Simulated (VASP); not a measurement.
The system is Mg3CdSe2O2.

```
CELL_PARAMETERS angstrom
3.97402 0.02329 -0.06268
0.02329 3.82501 0.03364
-0.15812 0.08486 9.75318
ATOMIC_POSITIONS crystal
Mg 0.00640 0.97468 0.50668
Mg 0.50557 0.46173 0.35155
Mg 0.52783 0.49308 0.63811
Cd 0.00399 0.99461 0.02044
Se 0.49380 0.00488 0.19082
Se 0.96848 0.47586 0.79994
O 0.47168 0.02022 0.56675
O 0.98306 0.55648 0.43651
```

The cell was built by a generator and needn't be a form met in nature.

| Quantity | Value |
| --- | --- |
| Program | VASP 6.6.1 |
| Task | relaxation of cell and atoms |
| Functional | PBE |
| Potentials or basis | VASP PAW PBE potentials, release 64 (Mg, Cd, Se, O) |
| Cutoff | 520 eV |
| k mesh | 5 × 5 × 2 |
| Occupations | gaussian, width 0.05 eV |
| Spin | no spin polarisation |

At the start: pressure 3.6 GPa; volume 18.53 Å³/atom.

**Question.** How do energy, volume and symmetry change on relaxing?

**Answer.** Over 19 steps the energy falls by 180.3 meV/atom and the volume is 18.54 Å³/atom (+0.1 %); space group Pm (No. 6, to 0.05 Å).

Step by step:
```
step  energy change (eV)  largest force (eV/Å)  pressure (GPa)  volume (Å³)
   1              0.0000                4.3255            3.64       148.20
   2             -1.0064                0.9916           -3.44       157.21
   3             -1.0377                1.0614           -2.86       155.24
   4             -1.2643                0.5907           -0.13       148.68
   5             -1.2890                0.6175            1.30       145.84
   6             -1.3882                0.3425            0.77       146.60
   7             -1.4049                0.3096            0.61       147.06
   8             -1.4224                0.1772           -0.34       148.91
   9             -1.4224                0.1768           -0.38       149.04
  10             -1.4291                0.1188            0.00       148.33
  11             -1.4312                0.1249            0.27       147.79
  12             -1.4366                0.0673           -0.02       148.23
  13             -1.4377                0.1323           -0.31       148.90
  14             -1.4383                0.0973           -0.20       148.65
  15             -1.4412                0.0633            0.05       148.26
  16             -1.4413                0.0569            0.08       148.17
  17             -1.4420                0.0357           -0.04       148.46
  18             -1.4420                0.0364           -0.06       148.45
  19             -1.4422                0.0230            0.01       148.33
```

Final structure:
```xyz
8
Lattice="3.8866 -0.0013 -0.0014 0.0021 3.8897 -0.0056 -0.0115 -0.0160 9.8118" Properties=species:S:1:pos:R:3 pbc="T T T"
Mg    3.8605   -0.0088    4.9153
Mg    1.9186    1.9282    3.4227
Mg    1.9153    1.9435    6.4082
Cd    3.8715    3.8619    0.0075
Se    1.9267    3.8682    1.7794
Se    3.8591    1.9018    8.0516
O     1.9186   -0.0066    5.5269
O     3.8646    1.9348    4.3053
```
